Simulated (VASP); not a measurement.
```
CELL_PARAMETERS angstrom
      1.35890    -2.35368     0.00000
      1.35890     2.35368     0.00000
      0.00000     0.00000     4.35364
ATOMIC_POSITIONS crystal
  Tc 0.33333 0.66667 0.25000
  Tc 0.66667 0.33333 0.75000
```

Level of theory: PBEsol GGA, VASP's PBE PAW potentials (set 64) (plane waves; VASP). Run with 400 eV cut-off, Gaussian smearing of 0.050 eV, potentials Tc_pv.

Q: Predict the band gap (along the path) with the smallest direct gap where there is one.

A: 
```
Item                                                         Result
-------------------------  ----------------------------------------
band gap (along the path)  none (metal, semimetal or under 0.01 eV)
```

The compound is Tc in the hcp structure. It was relaxed first.
